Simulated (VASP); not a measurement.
Output of a VASP run:

**OUTCAR**
```
 ion  position               nearest neighbor table
   1  0.000  0.000  0.000-   5 2.32   6 2.32   7 2.32   8 2.32
   2  0.750  0.250  0.500-   5 2.32   6 2.32   7 2.32   8 2.32
   3  0.250  0.750  0.500-   6 2.36   5 2.36   7 2.36   8 2.36
   4  0.500  0.500  0.000-   5 2.47   7 2.47   8 2.47   6 2.47
   5  0.636  0.629  0.524-   2 2.32   1 2.32   3 2.36   4 2.47
   6  0.105  0.112  0.476-   2 2.32   1 2.32   3 2.36   4 2.47
   7  0.371  0.895  0.007-   2 2.32   1 2.32   3 2.36   4 2.47
   8  0.888  0.364  0.993-   2 2.32   1 2.32   3 2.36   4 2.47
  LATTYP: Found a body centered tetragonal cell.
 ALAT       =     5.4655444251
 C/A-ratio  =     1.9977487249
 Subroutine PRICEL returns:
 Original cell was already a primitive cell.
 Subroutine GETGRP returns: Found  4 space group operations
The static configuration has the point symmetry S_4 .
The dynamic configuration has the point symmetry S_4 .
 Subroutine INISYM returns: Found  4 space group operations
 Subroutine IBZKPT returns following result:
 Found     21 irreducible k-points:

 Following reciprocal coordinates:
            Coordinates               Weight
  0.000000  0.000000  0.000000      1.000000
  0.200000 -0.000000  0.000000      8.000000
  0.400000 -0.000000  0.000000      8.000000
  0.200000  0.200000  0.000000      8.000000
  0.400000  0.200000  0.000000      8.000000
 -0.400000 -0.200000 -0.400000      8.000000
 -0.400000  0.200000  0.000000      8.000000
  0.400000 -0.200000 -0.200000      8.000000
 -0.200000  0.200000  0.000000      4.000000
  0.400000  0.400000  0.000000      8.000000
 -0.400000  0.400000  0.000000      4.000000
  0.200000  0.200000  0.200000      8.000000
 -0.200000  0.200000  0.200000      4.000000
 -0.400000  0.400000  0.200000      4.000000
  0.400000 -0.400000  0.200000      4.000000
 -0.200000  0.400000  0.200000      8.000000
 -0.400000 -0.400000  0.200000      8.000000
 -0.200000 -0.400000  0.200000      8.000000
 -0.200000 -0.200000  0.200000      2.000000
 -0.400000  0.400000  0.400000      4.000000
 -0.400000 -0.400000  0.400000      2.000000
   k-points           NKPTS =     21   k-points in BZ     NKDIM =     21   number of bands    NBANDS=     43
   number of dos      NEDOS =    301   number of ions     NIONS =      8
   total plane-waves  NPLWV = 110592
   dimension x,y,z NGX =    48 NGY =   48 NGZ =   48
   dimension x,y,z NGXF=    96 NGYF=   96 NGZF=   96
   ions per type =               2   1   1   4
   PREC   = accura    normal or accurate (medium, high low for compatibility)
   ISTART =      0    job   : 0-new  1-cont  2-samecut
   ICHARG =      2    charge: 1-file 2-atom 10-const
   ISPIN  =      1    spin polarized calculation?
   LNONCOLLINEAR =      F non collinear calculations
   LSORBIT =      F    spin-orbit coupling
   INIWAV =      1    electr: 0-lowe 1-rand  2-diag
   ENCUT  =  400.0 eV  29.40 Ry    5.42 a.u.  10.91 10.91 10.91*2*pi/ulx,y,z
   NELM   =    100;   NELMIN=  2; NELMDL= -5     # of ELM steps
   EDIFF  = 0.1E-05   stopping-criterion for ELM
   LREAL  =      F    real-space projection
   NLSPLINE    = F    spline interpolate recip. space projectors
   LMAXMIX     =    4 max onsite mixed and CHGCAR
   VOSKOWN=      0    Vosko Wilk Nusair interpolation
   EDIFFG = -.2E-01   stopping-criterion for IOM
   NSW    =     60    number of steps for IOM
   NBLOCK =      1;   KBLOCK =     60    inner block; outer block
   IBRION =      2    ionic relax: 0-MD 1-quasi-New 2-CG
   NFREE  =      1    steps in history (QN), initial steepest desc. (CG)
   ISIF   =      3    stress and relaxation
   ISYM   =      2    0-nonsym 1-usesym 2-fastsym
   TEIN   =    0.0    initial temperature
   TEBEG  =    0.0;   TEEND  =   0.0 temperature during run
   SMASS  =  -3.00    Nose mass-parameter (am)
   PSTRESS=    0.0 pullay stress
   NELECT =      72.0000    total number of electrons
   EFERMI =   0.00;   METHOD = LEGACY
   ISMEAR =     0;   SIGMA  =   0.05  broadening in eV -4-tet -1-fermi 0-gaus
   IALGO  =     38    algorithm
   LDIAG  =      T    sub-space diagonalisation (order eigenvalues)
...
```

**OSZICAR**
```
       N       E                     dE             d eps       ncg     rms          rms(c)
DAV:   1     0.667969106911E+03    0.66797E+03   -0.27622E+04  1814   0.179E+03
DAV:   2     0.800930800904E+02   -0.58788E+03   -0.57328E+03  1814   0.472E+02
DAV:   3    -0.272249283299E+02   -0.10732E+03   -0.10548E+03  2368   0.200E+02
DAV:   4    -0.347723691852E+02   -0.75474E+01   -0.74602E+01  2476   0.547E+01
DAV:   5    -0.351023412175E+02   -0.32997E+00   -0.32918E+00  2692   0.120E+01    0.174E+01
DAV:   6    -0.349338807325E+02    0.16846E+00   -0.43292E+01  2804   0.104E+02    0.131E+01
DAV:   7    -0.324271748822E+02    0.25067E+01   -0.11602E+01  2420   0.877E+01    0.820E+00
DAV:   8    -0.327661492909E+02   -0.33897E+00   -0.55706E+00  2844   0.277E+01    0.447E+00
DAV:   9    -0.326098671230E+02    0.15628E+00   -0.20136E+00  2580   0.244E+01    0.111E+00
DAV:  10    -0.325925723392E+02    0.17295E-01   -0.16826E-01  2604   0.832E+00    0.255E-01
DAV:  11    -0.325948650070E+02   -0.22927E-02   -0.22355E-02  2964   0.205E+00    0.238E-01
DAV:  12    -0.325951611962E+02   -0.29619E-03   -0.27162E-03  2868   0.138E+00    0.812E-02
DAV:  13    -0.325953013650E+02   -0.14017E-03   -0.98265E-04  2892   0.431E-01    0.645E-02
DAV:  14    -0.325952322504E+02    0.69115E-04   -0.39274E-04  2732   0.398E-01    0.264E-02
DAV:  15    -0.325952474154E+02   -0.15165E-04   -0.78828E-05  2652   0.811E-02    0.110E-02
DAV:  16    -0.325952500835E+02   -0.26682E-05   -0.61968E-06  1956   0.280E-02    0.515E-03
DAV:  17    -0.325952506626E+02   -0.57905E-06   -0.42170E-06  1820   0.390E-02
   1 F= -.32595251E+02 E0= -.32595140E+02  d E =-.325953E+02
       N       E                     dE             d eps       ncg     rms          rms(c)
DAV:   1    -0.325983986796E+02   -0.31486E-02   -0.60161E-02  2244   0.356E+00    0.442E-01
DAV:   2    -0.325970189269E+02    0.13798E-02   -0.34330E-02  2172   0.357E+00    0.255E-01
DAV:   3    -0.325955186879E+02    0.15002E-02   -0.10096E-02  2284   0.206E+00    0.123E-01
DAV:   4    -0.325953785351E+02    0.14015E-03   -0.80376E-04  2700   0.275E-01    0.503E-02
DAV:   5    -0.325953393855E+02    0.39150E-04   -0.85665E-05  2868   0.168E-01    0.250E-02
DAV:   6    -0.325953323076E+02    0.70779E-05   -0.31636E-05  2604   0.395E-02    0.107E-02
DAV:   7    -0.325953316097E+02    0.69796E-06   -0.43948E-06  1659   0.554E-02
   2 F= -.32595332E+02 E0= -.32595211E+02  d E =-.809471E-04
```

**OUTCAR**
```
------------------------ aborting loop because EDIFF is reached ----------------------------------------
  FORCE on cell =-STRESS in cart. coord.  units (eV):
  Direction    XX          YY          ZZ          XY          YZ          ZX
  --------------------------------------------------------------------------------------
  Total       -0.0603774     -0.0603774     -0.0368752      0.0000001     -0.0000000     -0.0000000
  in kB       -0.5920561     -0.5920561     -0.3615950      0.0000011     -0.0000000     -0.0000000
  external PRESSURE =      -0.5152358 kB  Pullay stress =       0.0000000 kB
  volume of cell :      163.39
      direct lattice vectors                 reciprocal lattice vectors
    -2.734342425  2.734342470  5.463314816     0.000000002  0.182859320  0.091519529
     2.734342425 -2.734342470  5.463314816     0.182859320 -0.000000002  0.091519529
     2.734342470  2.734342425 -5.463314816     0.182859321  0.182859318  0.000000000
 POSITION                                       TOTAL-FORCE (eV/Angst)
 -----------------------------------------------------------------------------------
      2.73434     -2.73434      5.46331         0.000000      0.000000      0.000000
      0.00000      2.73434      2.73166         0.000000      0.000000      0.000000
      2.73434     -0.00000      2.73166         0.000000      0.000000      0.000000
      0.00000      0.00000      5.46331         0.000000      0.000000      0.000000
      1.41176      1.45280      4.04984        -0.006804      0.001031      0.010446
      1.32259      1.28154     -1.41348         0.006804     -0.001031      0.010446
      1.45280     -1.41176      6.87679         0.001031      0.006804     -0.010446
      1.28154      4.14610      1.41348        -0.001031     -0.006804     -0.010446
 -----------------------------------------------------------------------------------
    total drift:                                0.000023      0.000023      0.000026
  FREE ENERGIE OF THE ION-ELECTRON SYSTEM (eV)
  ---------------------------------------------------
  free  energy   TOTEN  =       -32.5953316097 eV

  energy  without entropy=      -32.5950905187  energy(sigma->0) =      -32.59521106

 reached required accuracy - stopping structural energy minimisation
```
(Selected blocks of OUTCAR.)

POSCAR:
```
ZnCu2SnS4
1
   -2.7327721913     2.7327722338     5.4593922032
    2.7327721913    -2.7327722338     5.4593922032
    2.7327722338     2.7327721913    -5.4593922032
Cu Zn Sn S
2 1 1 4
Direct
  0.0000000000   0.0000000000   0.0000000000
  0.7500000000   0.2500000000   0.5000000000
  0.2500000000   0.7500000000   0.5000000000
  0.5000000000   0.5000000000   0.0000000000
  0.6361653794   0.6288024208   0.5238587411
  0.1049436797   0.1123066383   0.4761412589
  0.3711975792   0.8950563203   0.0073629586
  0.8876933617   0.3638346206   0.9926370414
```

Q: Reconstruct the remaining input files.

A: Several could match; the one computed here: the input of the run itself, PBE GGA, plane waves, VASP's PBE PAW potentials (set 64).

File KPOINTS:
```
K-points
0
Gamma
 5 5 5
0 0 0
```

INCAR:
```
SYSTEM = ZnCu2SnS4
PREC = Accurate
ENCUT = 400
EDIFF = 1E-6
NELM = 100
ALGO = Normal
LREAL = .FALSE.
LASPH = .TRUE.
ISMEAR = 0
SIGMA = 0.05
GGA = PE
LMAXMIX = 4
LWAVE = .FALSE.
LCHARG = .FALSE.
IBRION = 2
ISIF = 3
NSW = 60
EDIFFG = -0.02
```

POTCAR, in this order: Cu Zn Sn_d S (PBE.64 set). Program: vasp_std.

The structure was generated: ZnCu2SnS4 was put into the kesterite type (I-4), a phase also known from measurement. This run relaxes it. Symmetry was kept, so distortions that lower it aren't found. The start is the result of an earlier pass.
